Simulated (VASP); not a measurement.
Level of theory: PBE GGA with D3 dispersion (Becke-Johnson damping), VASP's PBE PAW potentials (set 64) (plane waves; VASP).

VASP ran on this input.

File KPOINTS:
```
Automatic mesh
0
Gamma
10 10 10
0 0 0
```

POSCAR:
```
Ni3Al
3.5237590
  0.9999999029   0.0000000000   0.0000000000
  0.0000000000   0.9999999029   0.0000000000
  0.0000000000   0.0000000000   0.9999999029
Al Ni
1 3
direct
  0.0000000000   0.0000000000   0.0000000000
  0.0000000000   0.5000000000   0.5000000000
  0.5000000000   0.0000000000   0.5000000000
  0.5000000000   0.5000000000   0.0000000000
```

**INCAR**
```
! general
SYSTEM  = Ni3Al
PREC    = Accurate
ENCUT   = 520
LREAL   = .FALSE.
LASPH   = .TRUE.

! electronic loop
EDIFF   = 1E-7
NELM    = 100
ALGO    = Normal
LMAXMIX = 4

! smearing
ISMEAR  = -5

! functional
GGA     = PE
IVDW    = 12

! spin
ISPIN   = 2
MAGMOM  = -0.0 3*0.3

! ions
ISIF    = 2

! output
LWAVE   = .FALSE.
LCHARG  = .TRUE.
LORBIT  = 11
NEDOS   = 601

! other
LEFG    = .TRUE.
```

POTCAR, in this order: Al Ni (PBE.64 set). Program: vasp_std.

Output of the run:

OUTCAR:
```
 ion  position               nearest neighbor table
   1  0.000  0.000  0.000-   2 2.49   3 2.49   4 2.49   2 2.49   3 2.49   2 2.49   4 2.49   2 2.49
                             3 2.49   4 2.49   3 2.49   4 2.49
   2  0.000  0.500  0.500-   1 2.49   3 2.49   4 2.49   1 2.49   4 2.49   1 2.49   3 2.49   1 2.49
                             3 2.49   4 2.49   4 2.49   3 2.49
   3  0.500  0.000  0.500-   1 2.49   2 2.49   4 2.49   1 2.49   4 2.49   2 2.49   4 2.49   4 2.49
                             1 2.49   2 2.49   1 2.49   2 2.49
   4  0.500  0.500  0.000-   1 2.49   2 2.49   3 2.49   2 2.49   3 2.49   1 2.49   3 2.49   3 2.49
                             1 2.49   2 2.49   2 2.49   1 2.49
  LATTYP: Found a simple cubic cell.
 ALAT       =     3.5237586578
 Subroutine PRICEL returns:
 Original cell was already a primitive cell.
 Subroutine GETGRP returns: Found 48 space group operations
The static configuration has the point symmetry O_h .
The dynamic configuration has the point symmetry O_h .
The overall configuration has the point symmetry O_h .
 Subroutine INISYM returns: Found 48 space group operations
 Subroutine IBZKPT returns following result:
 Found     56 irreducible k-points:

 Following reciprocal coordinates:
            Coordinates               Weight
  0.000000  0.000000  0.000000      1.000000
  0.100000  0.000000  0.000000      6.000000
...
```

### OSZICAR
```
       N       E                     dE             d eps       ncg     rms          rms(c)
DAV:   1     0.192658535689E+03    0.19266E+03   -0.14717E+04  4496   0.212E+03
DAV:   2    -0.155250082433E+02   -0.20818E+03   -0.20091E+03  4484   0.372E+02
DAV:   3    -0.258991757740E+02   -0.10374E+02   -0.96124E+01  4868   0.112E+02
DAV:   4    -0.261200877196E+02   -0.22091E+00   -0.21972E+00  5116   0.150E+01
DAV:   5    -0.261274502213E+02   -0.73625E-02   -0.73758E-02  5388   0.258E+00    0.199E+01
DAV:   6    -0.268241103979E+02   -0.69666E+00   -0.74280E+01  5024   0.141E+02    0.204E+01
DAV:   7    -0.219006926786E+02    0.49234E+01   -0.20770E+01  4924   0.753E+01    0.260E+00
DAV:   8    -0.218777488328E+02    0.22944E-01   -0.44758E-01  4740   0.591E+00    0.154E+00
DAV:   9    -0.218542555315E+02    0.23493E-01   -0.51344E-02  5916   0.329E+00    0.766E-01
DAV:  10    -0.218557087826E+02   -0.14533E-02   -0.21983E-03  5556   0.593E-01    0.709E-01
DAV:  11    -0.218593823744E+02   -0.36736E-02   -0.25083E-03  5692   0.829E-01    0.525E-01
DAV:  12    -0.218581917002E+02    0.11907E-02   -0.16273E-02  5504   0.212E+00    0.599E-01
DAV:  13    -0.218603877493E+02   -0.21960E-02   -0.19622E-03  5280   0.831E-01    0.283E-01
DAV:  14    -0.218609348998E+02   -0.54715E-03   -0.81474E-04  5676   0.475E-01    0.741E-02
DAV:  15    -0.218608981080E+02    0.36792E-04   -0.20171E-04  5512   0.199E-01    0.330E-02
DAV:  16    -0.218609013745E+02   -0.32665E-05   -0.14648E-05  5080   0.572E-02    0.331E-02
DAV:  17    -0.218609247347E+02   -0.23360E-04   -0.77352E-06  5476   0.484E-02    0.928E-03
DAV:  18    -0.218609293787E+02   -0.46440E-05   -0.19940E-06  5376   0.180E-02    0.355E-03
DAV:  19    -0.218609300968E+02   -0.71804E-06   -0.72357E-08  2492   0.341E-03    0.185E-03
DAV:  20    -0.218609313878E+02   -0.12910E-05   -0.57660E-08  2424   0.350E-03    0.594E-04
DAV:  21    -0.218609312588E+02    0.12895E-06   -0.20733E-08  2368   0.204E-03    0.424E-04
DAV:  22    -0.218609311425E+02    0.11630E-06   -0.41577E-09  2372   0.619E-04    0.213E-04
DAV:  23    -0.218609310001E+02    0.14246E-06   -0.85273E-10  2368   0.503E-04    0.341E-05
DAV:  24    -0.218609309854E+02    0.14635E-07   -0.29359E-10  2360   0.200E-04
   1 F= -.23750765E+02 E0= -.23750765E+02  d E =0.000000E+00  mag=     0.6957
```

OUTCAR:
```
------------------------ aborting loop because EDIFF is reached ----------------------------------------
 Edisp (eV)   -1.88983
  FORCE on cell =-STRESS in cart. coord.  units (eV):
  Direction    XX          YY          ZZ          XY          YZ          ZX
  --------------------------------------------------------------------------------------
  Total      -0.01087    -0.01087    -0.01087     0.00000    -0.00000     0.00000
  in kB      -0.39821    -0.39821    -0.39821     0.00000    -0.00000     0.00000
  external pressure =       -0.40 kB  Pullay stress =        0.00 kB
  volume of cell :       43.75
      direct lattice vectors                 reciprocal lattice vectors
     3.523758658  0.000000000  0.000000000     0.283787880  0.000000000  0.000000000
     0.000000000  3.523758658  0.000000000     0.000000000  0.283787880  0.000000000
     0.000000000  0.000000000  3.523758658     0.000000000  0.000000000  0.283787880
 POSITION                                       TOTAL-FORCE (eV/Angst)
 -----------------------------------------------------------------------------------
      0.00000      0.00000      0.00000         0.000000      0.000000      0.000000
      0.00000      1.76188      1.76188         0.000000      0.000000      0.000000
      1.76188      0.00000      1.76188         0.000000      0.000000      0.000000
      1.76188      1.76188      0.00000         0.000000      0.000000      0.000000
 -----------------------------------------------------------------------------------
    total drift:                                0.000000      0.000000      0.000000
  FREE ENERGIE OF THE ION-ELECTRON SYSTEM (eV)
  ---------------------------------------------------
  free  energy   TOTEN  =       -23.7507649850 eV

  energy  without entropy=      -23.7507649850  energy(sigma->0) =      -23.75076499

 total charge

# of ion       s       p       d       tot
------------------------------------------
    1        0.412   0.405   0.000   0.817
    2        0.507   0.546   8.394   9.446
    3        0.507   0.546   8.394   9.446
    4        0.507   0.546   8.394   9.446
--------------------------------------------------
tot          1.933   2.043  25.181  29.157

 magnetization (x)

# of ion       s       p       d       tot
------------------------------------------
    1       -0.001  -0.009   0.000  -0.010
    2       -0.003  -0.011   0.263   0.249
    3       -0.003  -0.011   0.263   0.249
    4       -0.003  -0.011   0.263   0.249
--------------------------------------------------
tot         -0.010  -0.042   0.790   0.737

 Electric field gradients after diagonalization (V/A^2)
 (convention: |V_zz| > |V_xx| > |V_yy|)
----------------------------------------------------------------------
 ion       V_xx      V_yy      V_zz     asymmetry (V_yy - V_xx)/ V_zz
----------------------------------------------------------------------
   1      -0.000    -0.000    -0.000      -0.491
   2       6.470     6.470   -12.941       0.000
   3       6.470     6.470   -12.941       0.000
   4       6.470     6.470   -12.941       0.000
```
(Selected blocks of OUTCAR.)

For a metal the tetrahedron method with Blöchl corrections gives inexact stress and forces.

The compound is Ni3Al in the L1_2 structure. It was relaxed first.
